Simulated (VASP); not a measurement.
VASP ran on this input.

### INCAR
```
# general
SYSTEM   = CsBr
PREC     = Accurate
ENCUT    = 520   # plane-wave cut-off (eV)
LREAL    = F   # projection in real space or not
LASPH    = T   # aspherical one-centre terms

# electronic loop
EDIFF    = 1E-7   # SCF stop (eV)
NELM     = 100   # most electronic steps
ALGO     = Normal   # blocked Davidson
LMAXMIX  = 4

# smearing
ISMEAR   = 0   # Gaussian
SIGMA    = 0.05   # width (eV)

# functional
GGA      = ML
LUSE_VDW = T
AGGAC    = 0.0
ZAB_VDW  = -1.8867

# ions
ISIF     = 2   # forces and stress, cell fixed

# output
LWAVE    = F
LCHARG   = F
```

### POSCAR
```
CsBr
1
    4.4988680069     0.0000000000     0.0000000000
    0.0000000000     4.4988680069     0.0000000000
    0.0000000000     0.0000000000     4.4988680069
Cs Br
1 1
Direct
  0.0000000000   0.0000000000   0.0000000000
  0.5000000000   0.5000000000   0.5000000000
```

**KPOINTS**
```
Automatic mesh
0
Gamma
6 6 6
0 0 0
```

POTCAR, in this order: Cs_sv Br (PBE.64 set). Program: vasp_std.

Problem. Write an equivalent input for Quantum ESPRESSO's pw.x.

Solution. One equivalent input (not run):
```
&CONTROL
  calculation = 'scf'
  pseudo_dir = './pseudo'
  outdir = './out'
  tprnfor = .true.
  tstress = .true.
/
&SYSTEM
  ibrav = 0
  nat = 2
  ntyp = 2
  ecutwfc = 50
  occupations = 'smearing'
  smearing = 'gaussian'
  degauss = 0.003675
  input_dft = 'vdw-df2'
/
&ELECTRONS
  conv_thr = 7.3e-09
  electron_maxstep = 100
/
ATOMIC_SPECIES
  Cs 132.905 Cs.upf
  Br 79.904 Br.upf
CELL_PARAMETERS angstrom
     4.4988680    0.0000000    0.0000000
     0.0000000    4.4988680    0.0000000
     0.0000000    0.0000000    4.4988680
ATOMIC_POSITIONS crystal
  Cs   0.0000000  0.0000000  0.0000000
  Br   0.5000000  0.5000000  0.5000000
K_POINTS automatic
  6 6 6 0 0 0
```
Limits of the translation: the potentials are each code's own (VASP's PAW set, PseudoDojo norm-conserving files in pw.x), so ENCUT and ecutwfc are chosen apart and not converted; conv_thr bounds pw.x's estimated SCF error, while EDIFF bounds the energy change between steps.

The compound is CsBr in the CsCl type structure. This cell is one point of a volume scan, at 1.06 of the reference volume.
